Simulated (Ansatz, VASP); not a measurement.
## Sc in two plane-wave programs

Aim: how closely do two programs agree when they are given the same cell, functional and k mesh? The cell is taken from a series of runs on this material, whose earlier steps may have relaxed, scaled, displaced or heated it; both programs get it as it stands.

Method: plane waves, with VASP 6.6.1 beside it; zone-centre phonons at PBEsol, in Ansatz 0.2.0.

### Step 1. The starting structure

Symmetry: P6_3/mmc, No. 194, hexagonal system. The conventional cell has a = 3.329 Å, b = 3.329 Å, c = 5.170 Å, α = 90.00°, β = 90.00°, γ = 120.00°. Nearest to Sc lie 12 Sc at 3.22 to 3.33 Å.

### Step 2. VASP: zone-centre phonons, PBEsol

Second derivatives magnify differences that forces hide, and they need a tight electronic threshold.

Lines of VASP's logs that name or quote its potential files are left out, and so is its time.

Contents of INCAR:

```
SYSTEM = Sc
PREC = Accurate
ENCUT = 500
EDIFF = 1E-08
NELM = 120
ISMEAR = 1
SIGMA = 0.2
LREAL = .FALSE.
ALGO = Normal
GGA = PS
NBANDS = 17
LASPH = .TRUE.
LORBIT = 11
LWAVE = .FALSE.
LCHARG = .FALSE.
ISIF = 2
IBRION = 8
GGA_COMPAT = .FALSE.
KPAR = 2
```

Contents of POSCAR:

```
Sc
1.0
    3.3292979424      0.0000000000      0.0000000000
   -1.6646489712      2.8832565949      0.0000000000
    0.0000000000      0.0000000000      5.1698800625
Sc
2
Direct
    0.3333333333      0.6666666667      0.2500000000
    0.6666666667      0.3333333333      0.7500000000
```

Contents of KPOINTS:

```
Automatic mesh
0
Gamma
15 15 8
0 0 0
```

The projector-augmented-wave data sets are Sc_sv (PBE family, release 64).

Started as:

```
mpirun -np 2 vasp_std
```

Numbers of over 12 decimals in the logs are rounded to 6 here.

Output:

```text
[banner, memory and clock lines left out]
running    2 mpi-ranks, on    1 nodes
 distrk:  each k-point on    1 cores,    2 groups
 distr:  one band on    1 cores,    1 groups

 POSCAR found type information on POSCAR Sc
 POSCAR found :  1 types and       2 ions
|                                                                             |
|               ----> ADVICE to this user running VASP <----                  |
|                                                                             |
|     You enforced a specific xc type in the INCAR file but a different       |
|     [... a line on the potential file left out ...]
|     I HOPE YOU KNOW WHAT YOU ARE DOING!                                     |
|                                                                             |

 LDA part: xc-table for (Slater+PW92), standard interpolation
 POSCAR, INCAR and KPOINTS ok, starting setup
 FFT: planning ... GRIDC
 FFT: planning ... GRID_SOFT
 FFT: planning ... GRID
 WAVECAR not read
 entering main loop
       N       E                     dE             d eps       ncg     rms          rms(c)
DAV:   1     0.353394881954E+03    0.35339E+03   -0.10904E+04  4630   0.133E+03
DAV:   2     0.530968933553E+01   -0.34809E+03   -0.34203E+03  5831   0.572E+02
DAV:   3    -0.144712952528E+02   -0.19781E+02   -0.19149E+02  7589   0.161E+02
DAV:   4    -0.147666684990E+02   -0.29537E+00   -0.29432E+00  6815   0.190E+01
DAV:   5    -0.147709464561E+02   -0.42780E-02   -0.42767E-02  7795   0.232E+00    0.789E+00
DAV:   6    -0.133824723655E+02    0.13885E+01   -0.31864E+00  5957   0.205E+01    0.231E+00
DAV:   7    -0.132063904631E+02    0.17608E+00   -0.78453E-01  6070   0.921E+00    0.872E-01
DAV:   8    -0.131948000990E+02    0.11590E-01   -0.34464E-02  6256   0.248E+00    0.270E-01
DAV:   9    -0.131929311363E+02    0.18690E-02   -0.99933E-03  6323   0.107E+00    0.191E-02
DAV:  10    -0.131929518371E+02   -0.20701E-04   -0.11686E-04  7447   0.154E-01    0.822E-03
DAV:  11    -0.131929495914E+02    0.22457E-05   -0.34433E-06  7031   0.206E-02    0.220E-03
DAV:  12    -0.131929508739E+02   -0.12825E-05   -0.54977E-07  7962   0.723E-03    0.918E-04
DAV:  13    -0.131929506678E+02    0.20610E-06   -0.22789E-08  5052   0.153E-03    0.828E-05
DAV:  14    -0.131929506584E+02    0.94074E-08   -0.21226E-09  3956   0.109E-03
   1 F= -.13192951E+02 E0= -.13191193E+02  d E =-.527350E-02
 Linear response reoptimize wavefunctions to high precision
DAV:   1    -0.131929506692E+02   -0.10811E-07   -0.94477E-10  4091   0.514E-04
DAV:   2    -0.131929506693E+02   -0.34106E-10   -0.40241E-10  3609   0.461E-04
 Linear response DOF=           2
 Linear response progress:
  Degree of freedom:   1/  2
       N       E                     dE             d eps       ncg     rms          rms(c)
RMM:   1    -0.746345246130E+00   -0.74635E+00   -0.65902E+01 19344   0.216E+02
RMM:   2    -0.743001314472E+00    0.33439E-02   -0.13570E-01 27803   0.441E+00    0.118E-01
RMM:   3    -0.742354241385E+00    0.64707E-03   -0.14287E-02 33246   0.106E+00    0.391E-02
RMM:   4    -0.741509549669E+00    0.84469E-03   -0.14954E-03 37725   0.280E-01    0.197E-02
RMM:   5    -0.741241115005E+00    0.26843E-03   -0.16135E-04 40323   0.931E-02    0.854E-03
RMM:   6    -0.741264446576E+00   -0.23332E-04   -0.18520E-05 36635   0.335E-02    0.565E-03
RMM:   7    -0.741353936459E+00   -0.89490E-04   -0.78676E-06 37902   0.252E-02    0.219E-03
RMM:   8    -0.741456605743E+00   -0.10267E-03   -0.34064E-06 40414   0.123E-02    0.553E-04
RMM:   9    -0.741436281162E+00    0.20325E-04   -0.24319E-06 39181   0.816E-03    0.115E-04
RMM:  10    -0.741437749754E+00   -0.14686E-05   -0.22407E-06 39594   0.690E-03    0.658E-05
RMM:  11    -0.741440342122E+00   -0.25924E-05   -0.18721E-06 38916   0.656E-03    0.138E-05
RMM:  12    -0.741440544105E+00   -0.20198E-06   -0.17330E-06 39835   0.642E-03    0.111E-05
RMM:  13    -0.741440749860E+00   -0.20576E-06   -0.13672E-06 40451   0.636E-03    0.536E-06
RMM:  14    -0.741440833171E+00   -0.83310E-07   -0.11743E-06 41406   0.632E-03    0.406E-06
RMM:  15    -0.741440773185E+00    0.59986E-07   -0.96278E-07 42460   0.631E-03    0.350E-06
RMM:  16    -0.741440823386E+00   -0.50201E-07   -0.85861E-07 43014   0.630E-03    0.163E-06
RMM:  17    -0.741440875554E+00   -0.52168E-07   -0.78124E-07 43762   0.630E-03    0.247E-06
RMM:  18    -0.741440831128E+00    0.44425E-07   -0.71740E-07 44500   0.630E-03    0.219E-06
RMM:  19    -0.741440830937E+00    0.19123E-09   -0.67226E-07 45271   0.630E-03    0.292E-06
RMM:  20    -0.741440828089E+00    0.28483E-08   -0.64201E-07 45637   0.631E-03    0.439E-06
RMM:  21    -0.741440830378E+00   -0.22891E-08   -0.62263E-07 46265   0.631E-03    0.455E-06
RMM:  22    -0.741440831696E+00   -0.13184E-08   -0.60679E-07 46501   0.631E-03    0.464E-06
RMM:  23    -0.741440833318E+00   -0.16213E-08   -0.59463E-07 47277   0.631E-03    0.428E-06
 first order change of Fermi-energy   0.14258E-04
 force on displaced ion       1 direction 1 :  -1.465  -0.001   0.000
 Linear response progress:
  Degree of freedom:   2/  2
       N       E                     dE             d eps       ncg     rms          rms(c)
RMM:   1    -0.809131537215E+00   -0.80913E+00   -0.66386E+01  6611   0.218E+02
RMM:   2    -0.806999500878E+00    0.21320E-02   -0.14349E-01  9532   0.448E+00    0.135E-01
RMM:   3    -0.807253433616E+00   -0.25393E-03   -0.11950E-02 11151   0.102E+00    0.482E-02
RMM:   4    -0.806226541402E+00    0.10269E-02   -0.14566E-03 12144   0.293E-01    0.159E-02
RMM:   5    -0.806073713464E+00    0.15283E-03   -0.17397E-04 14104   0.869E-02    0.119E-02
RMM:   6    -0.806050535454E+00    0.23178E-04   -0.33498E-05 12187   0.353E-02    0.787E-03
RMM:   7    -0.806026699348E+00    0.23836E-04   -0.16201E-05 13798   0.264E-02    0.194E-03
RMM:   8    -0.806043495207E+00   -0.16796E-04   -0.86660E-06 13122   0.135E-02    0.846E-04
RMM:   9    -0.806054920958E+00   -0.11426E-04   -0.48130E-06 13383   0.910E-03    0.277E-04
RMM:  10    -0.806058905696E+00   -0.39847E-05   -0.30246E-06 13547   0.665E-03    0.201E-04
RMM:  11    -0.806068596426E+00   -0.96907E-05   -0.20786E-06 12754   0.655E-03    0.885E-05
RMM:  12    -0.806067310444E+00    0.12860E-05   -0.16818E-06 13675   0.621E-03    0.317E-05
RMM:  13    -0.806066790282E+00    0.52016E-06   -0.14354E-06 13409   0.627E-03    0.112E-05
RMM:  14    -0.806067132390E+00   -0.34211E-06   -0.11741E-06 14428   0.624E-03    0.710E-06
[...]
RMM:  21    -0.806067129284E+00   -0.13350E-08   -0.57262E-07 15427   0.630E-03    0.375E-07
RMM:  22    -0.806067129710E+00   -0.42624E-09   -0.59081E-07 15933   0.629E-03    0.427E-07
RMM:  23    -0.806067126778E+00    0.29314E-08   -0.55627E-07 15705   0.630E-03    0.449E-07
RMM:  24    -0.806067128169E+00   -0.13909E-08   -0.57856E-07 16126   0.629E-03    0.552E-07
RMM:  25    -0.806067126499E+00    0.16704E-08   -0.52935E-07 15997   0.630E-03    0.691E-07
RMM:  26    -0.806067127608E+00   -0.11094E-08   -0.55402E-07 16370   0.630E-03    0.732E-07
RMM:  27    -0.806067124309E+00    0.32993E-08   -0.50403E-07 16234   0.630E-03    0.812E-07
RMM:  28    -0.806067124783E+00   -0.47435E-09   -0.52379E-07 16569   0.630E-03    0.798E-07
 first order change of Fermi-energy   0.84691E-04
 force on displaced ion       1 direction 3 :   0.000   0.000  -3.934
 Linear response finished
```

From OUTCAR (step 2):

```text
ion  position               nearest neighbor table
   1  0.333  0.667  0.250-   2 3.22   2 3.22   2 3.22   2 3.22   2 3.22   2 3.22
   2  0.667  0.333  0.750-   1 3.22   1 3.22   1 3.22   1 3.22   1 3.22   1 3.22

  LATTYP: Found a hexagonal cell.
 ALAT       =     3.3292979424
 C/A-ratio  =     1.5528439184

 Subroutine GETGRP returns: Found 24 space group operations
 (whereof 12 operations were pure point group operations)

The static configuration has the point symmetry D_3d.
 The point group associated with its full space group is D_6h.

 Found    135 irreducible k-points:

   k-points           NKPTS =    135   k-points in BZ     NKDIM =    135   number of bands    NBANDS=     17

   dimension x,y,z NGX =    24 NGY =   24 NGZ =   40
   dimension x,y,z NGXF=    48 NGYF=   48 NGZF=   80

   ENCUT  =  500.0 eV  36.75 Ry    6.06 a.u.   6.07  6.07  9.43*2*pi/ulx,y,z

   NELECT =      22.0000    total number of electrons

 k-points in reciprocal lattice and weights: Automatic mesh
   0.00000000  0.00000000  0.00000000       0.001
   0.06666667  0.00000000  0.00000000       0.003
   0.13333333  0.00000000  0.00000000       0.003
   0.20000000  0.00000000  0.00000000       0.003
   0.26666667  0.00000000  0.00000000       0.003
   0.33333333  0.00000000  0.00000000       0.003
   0.40000000  0.00000000  0.00000000       0.003
   0.46666667 -0.00000000  0.00000000       0.003
   0.06666667  0.06666667  0.00000000       0.003
[...]
0.33333333  0.26666667  0.50000000       0.007
   0.33333333  0.33333333  0.50000000       0.001

 average (electrostatic) potential at core
       1 -47.1589       2 -47.1589

  Total       -0.7991794     -0.7991794     -0.7980793      0.0000000     -0.0000000     -0.0000000
  in kB      -25.8011139    -25.8011139    -25.7655957      0.0000000     -0.0000000     -0.0000000
  external PRESSURE =     -25.7892745 kB  Pullay stress =       0.0000000 kB

  energy-cutoff  :      500.00
  volume of cell :       49.63
      direct lattice vectors                 reciprocal lattice vectors
     3.329297942  0.000000000  0.000000000     0.300363625  0.173415020  0.000000000
    -1.664648971  2.883256595  0.000000000     0.000000000  0.346830040  0.000000000
     0.000000000  0.000000000  5.169880062     0.000000000  0.000000000  0.193428085

 POSITION                                       TOTAL-FORCE (eV/Angst)
 -----------------------------------------------------------------------------------
     -0.00000      1.92217      1.29247         0.000000     -0.000000      0.000000
      1.66465      0.96109      3.87741        -0.000000      0.000000      0.000000
 -----------------------------------------------------------------------------------
    total drift:                               -0.000000      0.000000     -0.000000

 Eigenvectors and eigenvalues of the dynamical matrix
 ----------------------------------------------------

   1 f  =    6.540362 THz    41.094307 2PiTHz  218.162997 cm-1    27.048752 meV
             X         Y         Z           dx          dy          dz
     -0.000000  1.922171  1.292470    -0.000000    0.000000   -0.707107
      1.664649  0.961086  3.877410     0.000000   -0.000000    0.707107

   2 f  =    3.990953 THz    25.075899 2PiTHz  133.123872 cm-1    16.505249 meV
             X         Y         Z           dx          dy          dz
     -0.000000  1.922171  1.292470     0.000004   -0.707107    0.000000
      1.664649  0.961086  3.877410    -0.000004    0.707107    0.000000

   3 f  =    3.990953 THz    25.075899 2PiTHz  133.123872 cm-1    16.505249 meV
             X         Y         Z           dx          dy          dz
     -0.000000  1.922171  1.292470     0.707107    0.000004   -0.000000
      1.664649  0.961086  3.877410    -0.707107   -0.000004   -0.000000

   4 f  =    0.000000 THz     0.000000 2PiTHz    0.000002 cm-1     0.000000 meV
             X         Y         Z           dx          dy          dz
     -0.000000  1.922171  1.292470    -0.113914   -0.569183   -0.403799
      1.664649  0.961086  3.877410    -0.113914   -0.569183   -0.403799

   5 f  =    0.000000 THz     0.000000 2PiTHz    0.000001 cm-1     0.000000 meV
             X         Y         Z           dx          dy          dz
     -0.000000  1.922171  1.292470     0.131477    0.384313   -0.578807
      1.664649  0.961086  3.877410     0.131477    0.384313   -0.578807

   6 f/i=    0.000000 THz     0.000000 2PiTHz    0.000001 cm-1     0.000000 meV
             X         Y         Z           dx          dy          dz
     -0.000000  1.922171  1.292470     0.685374   -0.168326    0.043919
      1.664649  0.961086  3.877410     0.685374   -0.168326    0.043919

 ELASTIC MODULI CONTR FROM IONIC RELAXATION (kBar)
 Direction    XX          YY          ZZ          XY          YZ          ZX
 --------------------------------------------------------------------------------
 XX         -59.3880     59.3880      0.0000      0.0000      0.0000      0.0000
 YY          59.3880    -59.3880      0.0000      0.0000      0.0000      0.0000
 ZZ           0.0000      0.0000      0.0000      0.0000      0.0000      0.0000
 XY           0.0000      0.0000      0.0000    -59.3880      0.0000      0.0000
 YZ           0.0000      0.0000      0.0000      0.0000      0.0000      0.0000
 ZX           0.0000      0.0000      0.0000      0.0000      0.0000      0.0000
 --------------------------------------------------------------------------------
```

[end of part 1 of 2]

[Lines on the potential files, build, host, timing and source positions are cut from VASP's logs without a mark.]

[Logs are printed without paths, hosts, clocks, repeated set-up lines and the standing remarks that a program may print on its own settings, such as how far it seeks lower states.]

[Hosts, paths, dates, database ids (printed as entryN), source tags and the programs' standing remarks are cut or masked in the printed files.]
